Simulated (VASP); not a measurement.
Level of theory: PBE GGA, VASP's PBE PAW potentials (set 64) (plane waves; VASP 6.6.1).

VASP input:

**POSCAR**
```
AuAl2
1
    0.0000000000     3.0000000000     3.0000000000
    3.0000000000     0.0000000000     3.0000000000
    3.0000000000     3.0000000000     0.0000000000
Al Au
2 1
Direct
  0.2500000000   0.2500000000   0.2500000000
  0.7500000000   0.7500000000   0.7500000000
  0.0000000000   0.0000000000   0.0000000000
```

**KPOINTS**
```
Automatic
0
Gamma
8 8 8
```

### INCAR
```
ENCUT  =  400
ISMEAR  =  1   ! Methfessel-Paxton
LMAXMIX  =  6
ALGO  =  Normal   ! blocked Davidson
LWAVE  =  .FALSE.
ISIF  =  2   ! forces and stress, cell fixed
NELM  =  100   ! most electronic steps
SYSTEM  =  AuAl2
PREC  =  Accurate
LASPH  =  .TRUE.
LREAL  =  .FALSE.   ! projection in real space or not
EDIFF  =  1E-6   ! SCF stop (eV)
ISYM  =  0
GGA  =  PE   ! PBE
SIGMA  =  0.1
LCHARG  =  .FALSE.
```

POTCAR, in this order: Al Au (PBE.64 set). Program: vasp_std.

The resulting files:

**OUTCAR**
```
 ion  position               nearest neighbor table
   1  0.250  0.250  0.250-   3 2.60   3 2.60   3 2.60   3 2.60   2 3.00   2 3.00   2 3.00   2 3.00
                             2 3.00   2 3.00
   2  0.750  0.750  0.750-   3 2.60   3 2.60   3 2.60   3 2.60   1 3.00   1 3.00   1 3.00   1 3.00
                             1 3.00   1 3.00
   3  0.000  0.000  0.000-   2 2.60   2 2.60   2 2.60   1 2.60   2 2.60   1 2.60   1 2.60   1 2.60
 Subroutine IBZKPT returns following result:
 Found    260 irreducible k-points:

 Following reciprocal coordinates:
            Coordinates               Weight
  0.000000  0.000000  0.000000      1.000000
  0.125000  0.000000  0.000000      2.000000
  0.000000  0.125000  0.000000      2.000000
  0.000000  0.000000  0.125000      2.000000
  0.125000  0.125000  0.125000      2.000000
  0.250000  0.000000  0.000000      2.000000
  0.000000  0.250000  0.000000      2.000000
  0.000000  0.000000  0.250000      2.000000
  0.250000  0.250000  0.250000      2.000000
  0.375000  0.000000  0.000000      2.000000
  0.000000  0.375000  0.000000      2.000000
  0.000000  0.000000  0.375000      2.000000
  0.375000  0.375000  0.375000      2.000000
  0.500000  0.000000  0.000000      1.000000
  0.000000  0.500000  0.000000      1.000000
  0.000000  0.000000  0.500000      1.000000
  0.500000  0.500000  0.500000      1.000000
  0.125000  0.125000  0.000000      2.000000
  0.000000  0.125000  0.125000      2.000000
  0.125000  0.000000  0.125000      2.000000
  0.250000  0.125000  0.000000      2.000000
  0.000000  0.250000  0.125000      2.000000
  0.125000  0.000000  0.250000      2.000000
  0.125000  0.125000 -0.125000      2.000000
  0.250000  0.125000  0.250000      2.000000
  0.125000  0.250000  0.000000      2.000000
  0.125000 -0.125000 -0.125000      2.000000
  0.250000  0.250000  0.125000      2.000000
  0.000000  0.125000  0.250000      2.000000
...
```

### OSZICAR
```
       N       E                     dE             d eps       ncg     rms          rms(c)
DAV:   1     0.485401084782E+02    0.48540E+02   -0.60854E+03  6648   0.936E+02
DAV:   2    -0.117232472006E+02   -0.60263E+02   -0.55681E+02  7192   0.180E+02
DAV:   3    -0.132855055119E+02   -0.15623E+01   -0.15457E+01  7796   0.284E+01
DAV:   4    -0.132975538074E+02   -0.12048E-01   -0.12044E-01  7180   0.300E+00
DAV:   5    -0.132977378899E+02   -0.18408E-03   -0.18407E-03  7848   0.387E-01    0.910E+00
DAV:   6    -0.121129967672E+02    0.11847E+01   -0.64599E+00  7084   0.285E+01    0.404E+00
DAV:   7    -0.120421505290E+02    0.70846E-01   -0.28582E-01  6608   0.621E+00    0.186E+00
DAV:   8    -0.120140769448E+02    0.28074E-01   -0.24906E-02  7212   0.124E+00    0.408E-01
DAV:   9    -0.120130100577E+02    0.10669E-02   -0.34569E-03  7060   0.705E-01    0.187E-01
DAV:  10    -0.120131556574E+02   -0.14560E-03   -0.24497E-04  6616   0.128E-01    0.356E-02
DAV:  11    -0.120131497876E+02    0.58698E-05   -0.82224E-06  7584   0.259E-02    0.132E-02
DAV:  12    -0.120131514733E+02   -0.16857E-05   -0.41700E-06  6476   0.142E-02    0.319E-03
DAV:  13    -0.120131515527E+02   -0.79430E-07   -0.21060E-07  3812   0.509E-03
   1 F= -.12013152E+02 E0= -.12012653E+02  d E =-.149709E-02
```

### OUTCAR
```
------------------------ aborting loop because EDIFF is reached ----------------------------------------
  FORCE on cell =-STRESS in cart. coord.  units (eV):
  Direction    XX          YY          ZZ          XY          YZ          ZX
  --------------------------------------------------------------------------------------
  Total        1.0007710      1.0007708      1.0007716     -0.0000019     -0.0000018     -0.0000043
  in kB       29.6928271     29.6928215     29.6928437     -0.0000560     -0.0000529     -0.0001288
  external PRESSURE =      29.6928308 kB  Pullay stress =       0.0000000 kB
  volume of cell :       54.00
      direct lattice vectors                 reciprocal lattice vectors
     0.000000000  3.000000000  3.000000000    -0.166666667  0.166666667  0.166666667
     3.000000000  0.000000000  3.000000000     0.166666667 -0.166666667  0.166666667
     3.000000000  3.000000000  0.000000000     0.166666667  0.166666667 -0.166666667
 POSITION                                       TOTAL-FORCE (eV/Angst)
 -----------------------------------------------------------------------------------
      1.50000      1.50000      1.50000         0.000001      0.000001      0.000001
      4.50000      4.50000      4.50000        -0.000001     -0.000001     -0.000001
      0.00000      0.00000      0.00000         0.000000      0.000000      0.000000
 -----------------------------------------------------------------------------------
    total drift:                                0.000001     -0.000000      0.000000
  FREE ENERGIE OF THE ION-ELECTRON SYSTEM (eV)
  ---------------------------------------------------
  free  energy   TOTEN  =       -12.0131515527 eV

  energy  without entropy=      -12.0116544636  energy(sigma->0) =      -12.01265252
```
(Selected blocks of OUTCAR.)

### OUTCAR
```
 val. band max:        7.7803970630   @ k =  -0.1250   0.1250   0.0000

 cond. band min:       7.8221186724   @ k =   0.3750   0.2500   0.3750


 Fermi energy:         7.7854181409

 k-point     1 :       0.0000    0.0000    0.0000
  band No.  band energies     occupation
      1      -2.7559      2.00000
      2       1.1913      2.00000
      3       1.1913      2.00000
      4       1.1913      2.00000
      5       2.1481      2.00000
      6       2.1481      2.00000
      7      10.0367      0.00000
      8      10.7546      0.00000
      9      10.7546      0.00000
     10      10.7546      0.00000
     11      11.7039      0.00000
     12      11.7039      0.00000

 k-point     2 :       0.1250    0.0000    0.0000
  band No.  band energies     occupation
      1      -2.5516      2.00000
      2       1.1261      2.00000
      3       1.2415      2.00000
      4       1.2415      2.00000
      5       2.1384      2.00000
      6       2.1384      2.00000
      7       8.3576     -0.00000
      8      10.0587      0.00000
      9      10.0587      0.00000
     10      10.2856      0.00000
     11      12.4117      0.00000
     12      12.4117      0.00000

 k-point     3 :       0.0000    0.1250    0.0000
  band No.  band energies     occupation
      1      -2.5516      2.00000
      2       1.1261      2.00000
      3       1.2415      2.00000
      4       1.2415      2.00000
      5       2.1384      2.00000
      6       2.1384      2.00000
      7       8.3576     -0.00000
      8      10.0587      0.00000
      9      10.0587      0.00000
     10      10.2856      0.00000
     11      12.4117      0.00000
     12      12.4117      0.00000

 k-point     4 :       0.0000    0.0000    0.1250
  band No.  band energies     occupation
      1      -2.5516      2.00000
      2       1.1261      2.00000
      3       1.2415      2.00000
      4       1.2415      2.00000
      5       2.1384      2.00000
      6       2.1384      2.00000
...
```

Unless said otherwise, spin-orbit coupling is left out, though it shifts the bands of the heavy elements here.

The compound is AuAl2 in the fluorite structure. The cell was not relaxed at this level. The run is one of a series of settings (ISYM = 0 against the base run), some of them coarse on purpose. The electron count is odd and the run is not spin-polarised, which forces a metal.
